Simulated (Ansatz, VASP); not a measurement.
# RbCaH3: VASP beside Ansatz, part 2 of 3

Aim: how closely do two programs agree when they are given the same cell, functional and k mesh? The cell is taken from a series of runs on this material, whose earlier steps may have relaxed, scaled, displaced or heated it; both programs get it as it stands.

VASP 6.6.1 and Ansatz 0.2.0.

So far: Starting point; Ansatz: zone-centre phonons, LDA.

### Step 3. VASP: zone-centre phonons, LDA

Level of this step: LDA; plane waves and PAW (Rb_sv, Ca_sv, H) (VASP).

The same cell, functional (in two slightly different forms) and mesh now go to VASP, with its own data sets.

Lines of VASP's logs that name or quote its potential files are left out, and so is its time.

Input file INCAR:

```
SYSTEM = RbCaH3
PREC = Accurate
ENCUT = 500
EDIFF = 1E-08
NELM = 120
ISMEAR = 0
SIGMA = 0.01
LREAL = .FALSE.
ALGO = Normal
GGA = CA
NBANDS = 17
LORBIT = 11
LWAVE = .FALSE.
LCHARG = .FALSE.
ISIF = 2
IBRION = 8
LEPSILON = .TRUE.
LASPH = .TRUE.
GGA_COMPAT = .FALSE.
EFERMI = MIDGAP
KPAR = 2
```

Input file POSCAR:

```
RbCaH3
1.0
    4.3969175627      0.0000000000      0.0000000000
    0.0000000000      4.3969175627      0.0000000000
    0.0000000000      0.0000000000      4.3969175627
Rb Ca H
1 1 3
Direct
    0.0000000000      0.0000000000      0.0000000000
    0.5000000000      0.5000000000      0.5000000000
    0.0000000000      0.5000000000      0.5000000000
    0.5000000000      0.0000000000      0.5000000000
    0.5000000000      0.5000000000      0.0000000000
```

Input file KPOINTS:

```
Automatic mesh
0
Gamma
4 4 4
0 0 0
```

The projector-augmented-wave data sets are Rb_sv, Ca_sv and H (LDA family, release 64).

Command:

```sh
mpirun -np 2 vasp_std
```

What it wrote:

```text
[banner, memory and clock lines left out]
running    2 mpi-ranks, on    1 nodes
 distrk:  each k-point on    1 cores,    2 groups
 distr:  one band on    1 cores,    1 groups

 POSCAR found type information on POSCAR RbCaH
 POSCAR found :  3 types and       5 ions
 LDA part: xc-table for (Slater(with rela. corr.)+CA(PZ))
 , standard interpolation
 POSCAR, INCAR and KPOINTS ok, starting setup
 FFT: planning ... GRIDC
 FFT: planning ... GRID_SOFT
 FFT: planning ... GRID
 WAVECAR not read
 entering main loop
       N       E                     dE             d eps       ncg     rms          rms(c)
DAV:   1     0.136451563895E+03    0.13645E+03   -0.10437E+04   340   0.114E+03
DAV:   2    -0.900213405766E+01   -0.14545E+03   -0.14192E+03   404   0.273E+02
DAV:   3    -0.174026866510E+02   -0.84006E+01   -0.83818E+01   651   0.578E+01
DAV:   4    -0.175538965068E+02   -0.15121E+00   -0.15115E+00   414   0.706E+00
DAV:   5    -0.175605823231E+02   -0.66858E-02   -0.66854E-02   575   0.897E-01    0.691E+00
DAV:   6    -0.162897688406E+02    0.12708E+01   -0.13346E+00   351   0.441E+00    0.380E+00
DAV:   7    -0.158736847413E+02    0.41608E+00   -0.16498E+00   395   0.455E+00    0.130E+00
DAV:   8    -0.158792791300E+02   -0.55944E-02   -0.13371E-01   439   0.183E+00    0.264E-01
DAV:   9    -0.158763670887E+02    0.29120E-02   -0.12383E-02   426   0.509E-01    0.698E-02
DAV:  10    -0.158763813113E+02   -0.14223E-04   -0.84143E-04   492   0.168E-01    0.264E-02
DAV:  11    -0.158763797258E+02    0.15855E-05   -0.29954E-05   452   0.306E-02    0.178E-02
DAV:  12    -0.158763794600E+02    0.26577E-06   -0.75468E-06   476   0.269E-02    0.427E-03
DAV:  13    -0.158763793238E+02    0.13624E-06   -0.92541E-07   492   0.693E-03    0.244E-03
DAV:  14    -0.158763793112E+02    0.12554E-07   -0.30068E-07   427   0.427E-03    0.772E-04
DAV:  15    -0.158763792977E+02    0.13587E-07   -0.87398E-08   426   0.191E-03    0.104E-04
DAV:  16    -0.158763792978E+02   -0.14779E-09   -0.19193E-09   223   0.262E-04
   1 F= -.15876379E+02 E0= -.15876379E+02  d E =0.000000E+00
 Linear response reoptimize wavefunctions to high precision
DAV:   1    -0.158763792978E+02   -0.35243E-10   -0.49073E-10   263   0.145E-04
 Linear response G [H, r] |phi>, progress :
  Direction:   1
       N       E                     dE             d eps       ncg     rms
RMM:   1    -0.681534670932E+02   -0.68153E+02    0.10925E+03   518   0.175E+02
RMM:   2    -0.792619309504E+02   -0.11108E+02   -0.27931E+01   613   0.272E+01
RMM:   3    -0.802231343468E+02   -0.96120E+00   -0.60171E+00   744   0.844E+00
RMM:   4    -0.804663995626E+02   -0.24327E+00   -0.12917E+00   774   0.301E+00
RMM:   5    -0.805087371526E+02   -0.42338E-01   -0.30538E-01   780   0.139E+00
RMM:   6    -0.805173632974E+02   -0.86261E-02   -0.97603E-02   813   0.724E-01
RMM:   7    -0.805197425047E+02   -0.23792E-02   -0.27820E-02   815   0.384E-01
RMM:   8    -0.805204600420E+02   -0.71754E-03    0.18900E-03   786   0.191E-01
RMM:   9    -0.805207038664E+02   -0.24382E-03   -0.53495E-04   795   0.109E-01
RMM:  10    -0.805208453866E+02   -0.14152E-03    0.93622E-03   796   0.626E-02
RMM:  11    -0.805208829845E+02   -0.37598E-04   -0.50157E-04   785   0.388E-02
RMM:  12    -0.805208994041E+02   -0.16420E-04    0.37150E-03   774   0.225E-02
RMM:  13    -0.805209041183E+02   -0.47142E-05   -0.28072E-03   739   0.142E-02
RMM:  14    -0.805209057827E+02   -0.16644E-05   -0.41226E-04   731   0.933E-03
[...]
RMM:  18    -0.805209069576E+02    0.12947E-06    0.13219E-04   692   0.327E-03
RMM:  19    -0.805209071400E+02   -0.18237E-06    0.94355E-05   681   0.285E-03
RMM:  20    -0.805209072803E+02   -0.14029E-06    0.15943E-04   667   0.258E-03
RMM:  21    -0.805209071858E+02    0.94549E-07    0.95897E-05   668   0.240E-03
RMM:  22    -0.805209071742E+02    0.11576E-07   -0.26756E-04   651   0.228E-03
RMM:  23    -0.805209072227E+02   -0.48521E-07    0.18876E-04   649   0.219E-03
RMM:  24    -0.805209070874E+02    0.13527E-06    0.11201E-04   647   0.214E-03
RMM:  25    -0.805209071054E+02   -0.17968E-07    0.41221E-06   650   0.210E-03
 Linear response G [H, r] |phi>, progress :
  Direction:   2
       N       E                     dE             d eps       ncg     rms
RMM:   1    -0.675115439827E+02   -0.67512E+02    0.99934E+02   516   0.169E+02
RMM:   2    -0.738869688693E+02   -0.63754E+01   -0.21305E+01   624   0.274E+01
RMM:   3    -0.746689731372E+02   -0.78200E+00   -0.48243E+00   759   0.858E+00
RMM:   4    -0.748343138061E+02   -0.16534E+00   -0.11225E+00   786   0.288E+00
RMM:   5    -0.748684034205E+02   -0.34090E-01   -0.26825E-01   802   0.132E+00
RMM:   6    -0.748759775293E+02   -0.75741E-02   -0.96203E-02   800   0.704E-01
[...]
RMM:  10    -0.644353529286E+00   -0.83849E-05    0.24413E-05  1403   0.808E-03    0.127E-03
RMM:  11    -0.644361886378E+00   -0.83571E-05   -0.28495E-05  1332   0.563E-03    0.309E-04
RMM:  12    -0.644360822403E+00    0.10640E-05    0.83846E-06  1358   0.316E-03    0.130E-04
RMM:  13    -0.644358650582E+00    0.21718E-05   -0.47709E-06  1313   0.218E-03    0.354E-04
RMM:  14    -0.644358920015E+00   -0.26943E-06   -0.15864E-06  1237   0.136E-03    0.414E-04
RMM:  15    -0.644359642008E+00   -0.72199E-06    0.10218E-08  1249   0.101E-03    0.466E-04
[...]
RMM:   8    -0.233161170821E+00   -0.18775E-05    0.24614E-08  1331   0.205E-03    0.335E-04
RMM:   9    -0.233161584689E+00   -0.41387E-06   -0.33210E-06  1326   0.117E-03    0.185E-04
RMM:  10    -0.233161913175E+00   -0.32849E-06   -0.83045E-07  1379   0.718E-04    0.632E-05
RMM:  11    -0.233161806163E+00    0.10701E-06   -0.67612E-07  1379   0.465E-04    0.672E-05
RMM:  12    -0.233161884297E+00   -0.78134E-07   -0.13101E-07  1411   0.307E-04    0.416E-05
RMM:  13    -0.233161985933E+00   -0.10164E-06   -0.27098E-07  1326   0.235E-04    0.829E-06
RMM:  14    -0.233161963901E+00    0.22032E-07   -0.30333E-08  1394   0.158E-04    0.108E-05
RMM:  15    -0.233161964144E+00   -0.24266E-09   -0.16505E-07  1248   0.118E-04    0.143E-05
RMM:  16    -0.233161964905E+00   -0.76151E-09    0.49535E-08  1189   0.967E-05    0.141E-05
 first order change of Fermi-energy  -0.47905E-04
 force on displaced ion       1 direction 1 :  -1.260   0.000  -0.000
 Born effective charge ion    1 direction 1 :   1.088   0.000   0.000
 Linear response progress:
  Degree of freedom:   2/  4
       N       E                     dE             d eps       ncg     rms          rms(c)
RMM:   1    -0.457810083015E+00   -0.45781E+00    0.18183E+00   756   0.103E+01
RMM:   2    -0.409526820370E+00    0.48283E-01   -0.99709E-02  1012   0.178E+00    0.185E-01
RMM:   3    -0.410844146119E+00   -0.13173E-02   -0.15970E-02  1142   0.501E-01    0.138E-01
RMM:   4    -0.411026454385E+00   -0.18231E-03   -0.23378E-03  1225   0.207E-01    0.604E-02
RMM:   5    -0.410945918789E+00    0.80536E-04   -0.49313E-04  1205   0.819E-02    0.145E-02
RMM:   6    -0.410888586072E+00    0.57333E-04   -0.13484E-04  1326   0.349E-02    0.335E-03
RMM:   7    -0.410876216176E+00    0.12370E-04   -0.61774E-05  1269   0.171E-02    0.118E-03
RMM:   8    -0.410868303547E+00    0.79126E-05   -0.42703E-05  1345   0.102E-02    0.319E-04
RMM:   9    -0.410866720485E+00    0.15831E-05   -0.33769E-05  1413   0.682E-03    0.776E-05
RMM:  10    -0.410867965313E+00   -0.12448E-05   -0.26592E-05  1344   0.501E-03    0.985E-05
RMM:  11    -0.410868720408E+00   -0.75510E-06   -0.25408E-05  1419   0.390E-03    0.107E-04
RMM:  12    -0.410868327510E+00    0.39290E-06   -0.19916E-05  1321   0.321E-03    0.198E-04
RMM:  13    -0.410869684543E+00   -0.13570E-05   -0.15373E-05  1279   0.265E-03    0.250E-04
RMM:  14    -0.410870985374E+00   -0.13008E-05   -0.12082E-05  1184   0.229E-03    0.173E-04
[...]
RMM:  30    -0.410875268202E+00   -0.43490E-08   -0.34646E-07  1310   0.992E-05    0.177E-06
RMM:  31    -0.410875251806E+00    0.16396E-07   -0.30361E-07  1256   0.920E-05    0.231E-06
RMM:  32    -0.410875269574E+00   -0.17768E-07   -0.25921E-07  1217   0.825E-05    0.110E-06
RMM:  33    -0.410875274090E+00   -0.45165E-08   -0.22243E-07  1192   0.766E-05    0.119E-06
RMM:  34    -0.410875270433E+00    0.36571E-08   -0.19347E-07  1105   0.719E-05    0.189E-06
RMM:  35    -0.410875275674E+00   -0.52407E-08   -0.16710E-07  1086   0.680E-05    0.194E-06
RMM:  36    -0.410875282638E+00   -0.69641E-08   -0.14295E-07  1168   0.648E-05    0.158E-06
RMM:  37    -0.410875283127E+00   -0.48852E-09   -0.12534E-07  1038   0.621E-05    0.182E-06
 first order change of Fermi-energy   0.57083E-04
 force on displaced ion       2 direction 1 :  -6.338   0.000  -0.000
 Born effective charge ion    2 direction 1 :   1.743   0.000   0.000
 Linear response progress:
  Degree of freedom:   3/  4
       N       E                     dE             d eps       ncg     rms          rms(c)
RMM:   1    -0.160891685368E-01   -0.16089E-01   -0.12918E-05  1112   0.459E-01
RMM:   2    -0.162901511287E-01   -0.20098E-03   -0.84008E-04  1216   0.713E-02    0.986E-02
RMM:   3    -0.166017111118E-01   -0.31156E-03   -0.27620E-04   979   0.584E-02    0.554E-02
RMM:   4    -0.172881551118E-01   -0.68644E-03   -0.16759E-04  1022   0.507E-02    0.645E-03
RMM:   5    -0.173634063701E-01   -0.75251E-04   -0.15013E-05  1141   0.182E-02    0.166E-03
RMM:   6    -0.173655316439E-01   -0.21253E-05   -0.20523E-06  1212   0.598E-03    0.599E-04
RMM:   7    -0.173691028184E-01   -0.35712E-05   -0.32128E-07  1266   0.220E-03    0.282E-04
RMM:   8    -0.173692207871E-01   -0.11797E-06   -0.17348E-07  1260   0.821E-04    0.636E-05
RMM:   9    -0.173693779670E-01   -0.15718E-06   -0.14106E-08  1286   0.391E-04    0.258E-05
RMM:  10    -0.173694270171E-01   -0.49050E-07   -0.33803E-08  1359   0.182E-04    0.984E-06
RMM:  11    -0.173693971718E-01    0.29845E-07    0.80312E-09  1313   0.899E-05    0.163E-05
RMM:  12    -0.173694124565E-01   -0.15285E-07   -0.12892E-08  1274   0.549E-05    0.448E-06
RMM:  13    -0.173694080254E-01    0.44311E-08    0.42021E-09  1315   0.313E-05    0.750E-06
 first order change of Fermi-energy   0.24610E-04
 force on displaced ion       3 direction 1 :  -5.350  -0.000   0.000
 Born effective charge ion    3 direction 1 :  -1.068   0.000   0.000
 Linear response progress:
  Degree of freedom:   4/  4
       N       E                     dE             d eps       ncg     rms          rms(c)
RMM:   1    -0.161210187350E-01   -0.16121E-01   -0.96313E-03  1603   0.320E-01
RMM:   2    -0.159817276549E-01    0.13929E-03   -0.36239E-04  1796   0.645E-02    0.892E-02
RMM:   3    -0.162679270392E-01   -0.28620E-03   -0.14581E-04  1459   0.413E-02    0.502E-02
RMM:   4    -0.169486093585E-01   -0.68068E-03   -0.17900E-04  1563   0.454E-02    0.376E-03
RMM:   5    -0.169769794483E-01   -0.28370E-04   -0.78170E-06  1817   0.121E-02    0.117E-03
RMM:   6    -0.169787811130E-01   -0.18017E-05   -0.16084E-06  1885   0.395E-03    0.521E-04
RMM:   7    -0.169782884226E-01    0.49269E-06   -0.31395E-07  1960   0.146E-03    0.189E-04
RMM:   8    -0.169786660508E-01   -0.37763E-06   -0.41891E-07  2014   0.581E-04    0.708E-05
RMM:   9    -0.169783657210E-01    0.30033E-06   -0.58712E-07  2010   0.275E-04    0.210E-05
RMM:  10    -0.169784582102E-01   -0.92489E-07   -0.36783E-07  2043   0.137E-04    0.557E-06
RMM:  11    -0.169784468182E-01    0.11392E-07   -0.99432E-08  2110   0.755E-05    0.498E-06
RMM:  12    -0.169784356443E-01    0.11174E-07   -0.12987E-07  2014   0.424E-05    0.227E-06
RMM:  13    -0.169784370027E-01   -0.13584E-08   -0.22252E-08  1962   0.274E-05    0.330E-06
 first order change of Fermi-energy  -0.13406E-03
 force on displaced ion       3 direction 2 :   0.000  -0.510   0.000
 Born effective charge ion    3 direction 2 :   0.000  -0.885   0.000
 Born effective charges drift removed
 Linear response finished
```

(Part 2 of 3 ends here.)

[Lines on the potential files, build, host, timing and source positions are cut from VASP's logs without a mark.]

[Logs are printed without paths, hosts, clocks, repeated set-up lines and the standing remarks that a program may print on its own settings, such as how far it seeks lower states.]

[Hosts, paths, dates, database ids (printed as entryN), source tags and the programs' standing remarks are cut or masked in the printed files.]
